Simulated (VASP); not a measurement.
Here is the system:

```
BaTiO3
1.0
    4.06953     0.00000     0.00000
    0.00000     4.06953     0.00000
    0.00000     0.00000     4.06953
Ba Ti O
1 1 3
Direct
  0.00000   0.00000   0.00000
  0.50000   0.50000   0.50000
  0.50000   0.00000   0.50000
  0.00000   0.50000   0.50000
  0.50000   0.50000   0.00000
```

All values below come from RPBE GGA, VASP's PBE PAW potentials (set 64) (plane waves; VASP). Settings: 520 eV cut-off, 6×6×6 Γ-centred mesh, tetrahedra with Blöchl corrections, potentials Ba_sv Ti_sv O.

The cores are frozen, which limits the accuracy of field gradients.

Give the principal components of the electric field gradient (V/Å²) and the asymmetry η at each nucleus.

| atom | Vxx | Vyy | Vzz | η |
|---|---|---|---|---|
| Ba1 | 0.0 | 0.0 | 0.0 | - |
| Ti2 | 0.0 | 0.0 | 0.0 | - |
| O3 | -15.5 | -15.5 | 30.9 | 0.00 |
| O4 | -15.5 | -15.5 | 30.9 | 0.00 |
| O5 | -15.5 | -15.5 | 30.9 | 0.00 |

The compound is BaTiO3 in the cubic perovskite structure, the ideal cubic form; the compound distorts at low or room temperature. It was relaxed first, which changed the volume by +5 %.
